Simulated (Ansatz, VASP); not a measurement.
# Cs3Bi2I9 in two plane-wave programs, part 2 of 2

Wanted: the spread between two codes on one cell, functional and k mesh. The cell is taken from a series of runs on this material, whose earlier steps may have relaxed, scaled, displaced or heated it; both programs get it as it stands.

VASP 6.6.1 and Ansatz 0.2.0.

So far: Starting point; Ansatz: single point, LDA.

## (3) VASP: single point, LDA

Level of this step: LDA; plane waves and PAW (Cs_sv, Bi_d, I) (VASP).

The same cell, functional (in two slightly different forms), mesh and smearing now go to VASP, with its own data sets.

Lines of VASP's logs that name or quote its potential files are left out, and so is its time.

INCAR reads:

```
SYSTEM = Cs3Bi2I9
PREC = Accurate
ENCUT = 400
EDIFF = 1E-06
NELM = 120
ISMEAR = -1
SIGMA = 0.02
LREAL = .FALSE.
ALGO = Normal
GGA = PW92
NBANDS = 140
LORBIT = 11
LWAVE = .FALSE.
LCHARG = .FALSE.
ISIF = 2
LASPH = .TRUE.
GGA_COMPAT = .FALSE.
EFERMI = MIDGAP
KPAR = 2
```

POSCAR reads:

```
Cs3Bi2I9
1.0
    8.4040000000      0.0000000000      0.0000000000
   -4.2020000000      7.2780774934      0.0000000000
    0.0000000000      0.0000000000     21.1830000000
Cs Bi I
6 4 18
Direct
    0.3333333334      0.6666666668      0.0819000000
    0.6666666668      0.3333333334      0.5819000000
    0.3333333334      0.6666666668      0.4181000000
    0.6666666668      0.3333333334      0.9181000000
    0.0000000001      0.0000000001      0.2500000000
    0.0000000001      0.0000000001      0.7500000000
    0.3333333334      0.6666666668      0.8454000000
    0.6666666668      0.3333333334      0.3454000000
    0.3333333334      0.6666666668      0.6546000000
    0.6666666668      0.3333333334      0.1546000000
    0.8369000001      0.6738000001      0.0805000000
    0.1631000001      0.8369000001      0.5805000000
    0.3262000001      0.1631000001      0.0805000000
    0.1631000001      0.3262000001      0.5805000000
    0.8369000001      0.1631000001      0.0805000000
    0.6738000001      0.8369000001      0.5805000000
    0.3262000001      0.1631000001      0.4195000000
    0.1631000001      0.8369000001      0.9195000000
    0.8369000001      0.6738000001      0.4195000000
    0.6738000001      0.8369000001      0.9195000000
    0.8369000001      0.1631000001      0.4195000000
    0.1631000001      0.3262000001      0.9195000000
    0.4929000001      0.9858000001      0.2500000000
    0.5071000001      0.4929000001      0.7500000000
    0.0142000001      0.5071000001      0.2500000000
    0.5071000001      0.0142000001      0.7500000000
    0.4929000001      0.5071000001      0.2500000000
    0.9858000001      0.4929000001      0.7500000000
```

KPOINTS reads:

```
Automatic mesh
0
Gamma
3 3 1
0 0 0
```

PAW data sets: Cs_sv, Bi_d and I (LDA family, release 64).

Launch:

```
> mpirun -np 4 vasp_std
```

Numbers of over 12 decimals in the logs are rounded to 6 here.

The log of the run:

```text
[banner, memory and clock lines left out]
running    4 mpi-ranks, on    1 nodes
 distrk:  each k-point on    2 cores,    2 groups
 distr:  one band on    1 cores,    2 groups

 POSCAR found type information on POSCAR CsBiI
 POSCAR found :  3 types and      28 ions
|                                                                             |
|               ----> ADVICE to this user running VASP <----                  |
|                                                                             |
|     You have a (more or less) 'large supercell' and for larger cells it     |
|     might be more efficient to use real-space projection operators.         |
|     Therefore, try LREAL= Auto in the INCAR file.                           |
|     Mind: For very accurate calculation, you might also keep the            |
|     reciprocal projection scheme (i.e. LREAL=.FALSE.).                      |
|                                                                             |

|                                                                             |
|               ----> ADVICE to this user running VASP <----                  |
|                                                                             |
|     You enforced a specific xc type in the INCAR file but a different       |
|     [... a line on the potential file left out ...]
|     I HOPE YOU KNOW WHAT YOU ARE DOING!                                     |
|                                                                             |

 LDA part: xc-table for (Slater(with rela. corr.)+PW92), standard interpolation
 POSCAR, INCAR and KPOINTS ok, starting setup
 FFT: planning ... GRIDC
 FFT: planning ... GRID_SOFT
 FFT: planning ... GRID
 WAVECAR not read
 entering main loop
       N       E                     dE             d eps       ncg     rms          rms(c)
DAV:   1     0.180799022224E+04    0.18080E+04   -0.84757E+04   920   0.119E+03
DAV:   2     0.129200643614E+03   -0.16788E+04   -0.16422E+04  1064   0.264E+02
DAV:   3    -0.788650787161E+02   -0.20807E+03   -0.20665E+03   976   0.119E+02
DAV:   4    -0.888148474679E+02   -0.99498E+01   -0.99204E+01  1016   0.322E+01
DAV:   5    -0.891249500942E+02   -0.31010E+00   -0.30990E+00  1056   0.540E+00    0.107E+01
DAV:   6    -0.868829799722E+02    0.22420E+01   -0.29494E+00  1080   0.540E+00    0.823E+00
DAV:   7    -0.867239590546E+02    0.15902E+00   -0.21325E+00  1008   0.281E+00    0.251E+00
DAV:   8    -0.866920471868E+02    0.31912E-01   -0.22162E-01  1032   0.147E+00    0.106E+00
DAV:   9    -0.866936821028E+02   -0.16349E-02   -0.30484E-02   960   0.431E-01    0.251E-01
DAV:  10    -0.866933611581E+02    0.32094E-03   -0.27986E-03  1040   0.131E-01    0.112E-01
DAV:  11    -0.866934713373E+02   -0.11018E-03   -0.65519E-04  1048   0.553E-02    0.544E-02
DAV:  12    -0.866934616602E+02    0.96771E-05   -0.11961E-04  1024   0.299E-02    0.185E-02
DAV:  13    -0.866934621842E+02   -0.52399E-06   -0.16353E-05   984   0.124E-02    0.485E-03
DAV:  14    -0.866934625140E+02   -0.32975E-06   -0.27867E-06   744   0.393E-03
   1 F= -.86693463E+02 E0= -.86693463E+02  d E =-.605060E-22
```

Parts of OUTCAR (step 3):

```text
ion  position               nearest neighbor table
   1  0.333  0.667  0.082-
   2  0.667  0.333  0.582-
   3  0.333  0.667  0.418-
   4  0.667  0.333  0.918-
   5  0.000  0.000  0.250-
   6  0.000  0.000  0.750-
   7  0.333  0.667  0.845-  18 2.93  22 2.93  20 2.93  26 3.24  28 3.24  24 3.24
   8  0.667  0.333  0.345-  21 2.93  19 2.93  17 2.93  23 3.24  25 3.24  27 3.24
   9  0.333  0.667  0.655-  12 2.93  14 2.93  16 2.93  26 3.24  28 3.24  24 3.24
  10  0.667  0.333  0.155-  15 2.93  11 2.93  13 2.93  23 3.24  25 3.24  27 3.24
  11  0.837  0.674  0.081-  10 2.93
  12  0.163  0.837  0.581-   9 2.93
  13  0.326  0.163  0.081-  10 2.93
  14  0.163  0.326  0.581-   9 2.93
  15  0.837  0.163  0.081-  10 2.93
  16  0.674  0.837  0.581-   9 2.93
  17  0.326  0.163  0.419-   8 2.93
  18  0.163  0.837  0.919-   7 2.93
  19  0.837  0.674  0.419-   8 2.93
  20  0.674  0.837  0.919-   7 2.93
  21  0.837  0.163  0.419-   8 2.93
  22  0.163  0.326  0.919-   7 2.93
  23  0.493  0.986  0.250-   8 3.24  10 3.24
  24  0.507  0.493  0.750-   7 3.24   9 3.24
  25  0.014  0.507  0.250-   8 3.24  10 3.24
  26  0.507  0.014  0.750-   7 3.24   9 3.24
  27  0.493  0.507  0.250-   8 3.24  10 3.24
  28  0.986  0.493  0.750-   7 3.24   9 3.24

  LATTYP: Found a hexagonal cell.
 ALAT       =     8.4040000000
 C/A-ratio  =     2.5205854355

 Subroutine GETGRP returns: Found 24 space group operations
 (whereof 12 operations were pure point group operations)

The static configuration has the point symmetry D_3d.
 The point group associated with its full space group is D_6h.

 Found      3 irreducible k-points:

   k-points           NKPTS =      3   k-points in BZ     NKDIM =      3   number of bands    NBANDS=    140

   dimension x,y,z NGX =    56 NGY =   56 NGZ =  140
   dimension x,y,z NGXF=   112 NGYF=  112 NGZF=  280

   ENCUT  =  400.0 eV  29.40 Ry    5.42 a.u.  13.70 13.70 34.54*2*pi/ulx,y,z

   NELECT =     240.0000    total number of electrons

 k-points in reciprocal lattice and weights: Automatic mesh
   0.00000000  0.00000000  0.00000000       0.111
   0.33333333  0.00000000  0.00000000       0.667
   0.33333333  0.33333333  0.00000000       0.222

 average (electrostatic) potential at core
       1 -47.5978       2 -47.5978       3 -47.5978       4 -47.5978       5 -47.5906
       6 -47.5906       7-109.1614       8-109.1614       9-109.1614      10-109.1614
      11 -93.7105      12 -93.7105      13 -93.7105      14 -93.7105      15 -93.7105
      16 -93.7105      17 -93.7105      18 -93.7105      19 -93.7105      20 -93.7105
      21 -93.7105      22 -93.7105      23 -93.7862      24 -93.7862      25 -93.7862
      26 -93.7862      27 -93.7862      28 -93.7862

 E-fermi :   2.5434

 k-point     1 :       0.0000    0.0000    0.0000
  band No.  band energies     occupation
    ...
    116       1.2637      2.00000
    117       1.2706      2.00000
    118       1.3205      2.00000
    119       1.3205      2.00000
    120       1.4249      2.00000
    121       3.5363      0.00000
    122       3.7651      0.00000
    123       3.8416      0.00000
    124       4.0819      0.00000
    125       4.2771      0.00000
    ...

 k-point     2 :       0.3333    0.0000    0.0000
  band No.  band energies     occupation
    ...
    116       1.1797      2.00000
    117       1.2091      2.00000
    118       1.2967      2.00000
    119       1.3283      2.00000
    120       1.4792      2.00000
    121       3.8998      0.00000
    122       3.9257      0.00000
    123       4.2449      0.00000
    124       4.3834      0.00000
    125       4.5668      0.00000
    ...

 k-point     3 :       0.3333    0.3333    0.0000
  band No.  band energies     occupation
    ...
    116       1.1157      2.00000
    117       1.1230      2.00000
    118       1.1230      2.00000
    119       1.5504      2.00000
    120       1.5504      2.00000
    121       4.0920      0.00000
    122       4.2098      0.00000
    123       4.4701      0.00000
    124       4.4701      0.00000
    125       4.6245      0.00000
    ...

  Total       -8.8515837     -8.8515837     -8.6501620      0.0000000      0.0000000      0.0000000
  in kB      -10.9456455    -10.9456455    -10.6965725      0.0000000      0.0000000      0.0000000
  external PRESSURE =     -10.8626212 kB  Pullay stress =       0.0000000 kB

  energy-cutoff  :      400.00
  volume of cell :     1295.66
      direct lattice vectors                 reciprocal lattice vectors
     8.404000000  0.000000000  0.000000000     0.118990957  0.068699461  0.000000000
    -4.202000000  7.278077493  0.000000000     0.000000000  0.137398922  0.000000000
     0.000000000  0.000000000 21.183000000     0.000000000  0.000000000  0.047207667

 POSITION                                       TOTAL-FORCE (eV/Angst)
 -----------------------------------------------------------------------------------
      0.00000      4.85205      1.73489         0.000000      0.000000     -0.062536
      4.20200      2.42603     12.32639         0.000000      0.000000     -0.062536
      0.00000      4.85205      8.85661         0.000000      0.000000      0.062536
      4.20200      2.42603     19.44811         0.000000      0.000000      0.062536
      0.00000      0.00000      5.29575         0.000000      0.000000     -0.000000
      0.00000      0.00000     15.88725         0.000000      0.000000     -0.000000
      0.00000      4.85205     17.90811         0.000000      0.000000     -0.178156
      4.20200      2.42603      7.31661         0.000000      0.000000     -0.178156
      0.00000      4.85205     13.86639         0.000000      0.000000      0.178156
      4.20200      2.42603      3.27489         0.000000      0.000000      0.178156
      4.20200      4.90397      1.70523         0.000000      0.026864     -0.011347
     -2.14596      6.09102     12.29673        -0.023265      0.013432     -0.011347
      2.05604      1.18705      1.70523        -0.023265     -0.013432     -0.011347
      0.00000      2.37411     12.29673         0.000000     -0.026864     -0.011347
      6.34796      1.18705      1.70523         0.023265     -0.013432     -0.011347
      2.14596      6.09102     12.29673         0.023265      0.013432     -0.011347
      2.05604      1.18705      8.88627        -0.023265     -0.013432      0.011347
     -2.14596      6.09102     19.47777        -0.023265      0.013432      0.011347
      4.20200      4.90397      8.88627         0.000000      0.026864      0.011347
      2.14596      6.09102     19.47777         0.023265      0.013432      0.011347
      6.34796      1.18705      8.88627         0.023265     -0.013432      0.011347
      0.00000      2.37411     19.47777         0.000000     -0.026864      0.011347
      0.00000      7.17473      5.29575        -0.000000      0.132828     -0.000000
      2.19050      3.58736     15.88725        -0.115032      0.066414     -0.000000
     -2.01150      3.69071      5.29575        -0.115032     -0.066414     -0.000000
      4.20200      0.10335     15.88725         0.000000     -0.132828     -0.000000
      2.01150      3.69071      5.29575         0.115032     -0.066414     -0.000000
      6.21350      3.58736     15.88725         0.115032      0.066414     -0.000000
 -----------------------------------------------------------------------------------
    total drift:                               -0.000003     -0.000006      0.000000

  FREE ENERGIE OF THE ION-ELECTRON SYSTEM (eV)
  ---------------------------------------------------
  free  energy   TOTEN  =       -86.6934625140 eV

  energy  without entropy=      -86.6934625140  energy(sigma->0) =      -86.69346251

 total charge
# of ion       s       p       d       tot
------------------------------------------
    1        1.836   4.682   0.019   6.537
    2        1.836   4.682   0.019   6.537
    3        1.836   4.682   0.019   6.537
    4        1.836   4.682   0.019   6.537
    5        1.836   4.683   0.018   6.537
    6        1.836   4.683   0.018   6.537
    7        1.630   1.049   9.963  12.642
    8        1.630   1.049   9.963  12.642
    9        1.630   1.049   9.963  12.642
   10        1.630   1.049   9.963  12.642
   11        1.518   2.770   0.011   4.299
   12        1.518   2.770   0.011   4.299
   13        1.518   2.770   0.011   4.299
   14        1.518   2.770   0.011   4.299
   15        1.518   2.770   0.011   4.299
   16        1.518   2.770   0.011   4.299
   17        1.518   2.770   0.011   4.299
   18        1.518   2.770   0.011   4.299
   19        1.518   2.770   0.011   4.299
   20        1.518   2.770   0.011   4.299
   21        1.518   2.770   0.011   4.299
   22        1.518   2.770   0.011   4.299
   23        1.516   2.773   0.009   4.299
   24        1.516   2.773   0.009   4.299
   25        1.516   2.773   0.009   4.299
   26        1.516   2.773   0.009   4.299
   27        1.516   2.773   0.009   4.299
   28        1.516   2.773   0.009   4.299
--------------------------------------------------
tot         44.849  82.165  40.148 167.161
```

The run ends at a pressure of -1.09 GPa, with forces up to 0.18 eV/Å.

## (4) Comparison

Known differences besides the potentials themselves: the data sets hold 452 valence electrons in Ansatz (on PAW files that the input asks for by source) and 240 in VASP; the cutoff is 520 eV in Ansatz and 400 eV in VASP; VASP's log shows a relativistic correction to its local exchange, Ansatz's none. Total energies have different zeros and are not compared.

Both answers:

```
              quantity  Ansatz   VASP  difference
gap on the k mesh (eV)   1.997  1.986      +0.012
```

Forces on 10 of the 28 atoms, those with the largest forces and the largest differences (eV/Å; atoms numbered as in POSCAR):

```
atom         Ansatz x, y, z           VASP x, y, z
 Bi7   0.000, 0.000, -0.170   0.000, 0.000, -0.178
 Bi8   0.000, 0.000, -0.170   0.000, 0.000, -0.178
 Bi9    0.000, 0.000, 0.170    0.000, 0.000, 0.178
Bi10    0.000, 0.000, 0.170    0.000, 0.000, 0.178
 I15  0.017, -0.010, -0.006  0.023, -0.013, -0.011
 I17  -0.017, -0.010, 0.006  -0.023, -0.013, 0.011
 I20    0.017, 0.010, 0.006    0.023, 0.013, 0.011
 I23    0.000, 0.139, 0.000    0.000, 0.133, 0.000
 I24   -0.121, 0.070, 0.000   -0.115, 0.066, 0.000
 I26   0.000, -0.139, 0.000   0.000, -0.133, 0.000
```

The forces differ by 4.3 meV/Å r.m.s., which is 7.7 % of the r.m.s. force of 0.055 eV/Å (both taken over all components). A gap on the mesh is an upper bound, since the band edges may lie between its points; neither run holds spin-orbit coupling, which can move the band edges of a compound of Bi.

## (5) Summary of results

| Property | Result |
| --- | --- |
| r.m.s. force difference (single point, LDA) | 4.3 meV/Å |

What this shows: The r.m.s. force difference is 4.3 meV/Å (single point, LDA), within the 12 meV/Å picked in this series as the mark of a large difference. The data sets hold unlike numbers of valence electrons (452 in Ansatz and 240 in VASP), so part of the differences comes from the potentials. Such differences can come from data sets, numerical settings and the points named under the comparisons, not from the functional's error against experiment.

[Lines on the potential files, build, host, timing and source positions are cut from VASP's logs without a mark.]

[Logs are printed without paths, hosts, clocks, repeated set-up lines and the standing remarks that a program may print on its own settings, such as how far it seeks lower states.]

[Hosts, paths, dates, database ids (printed as entryN), source tags and the programs' standing remarks are cut or masked in the printed files.]
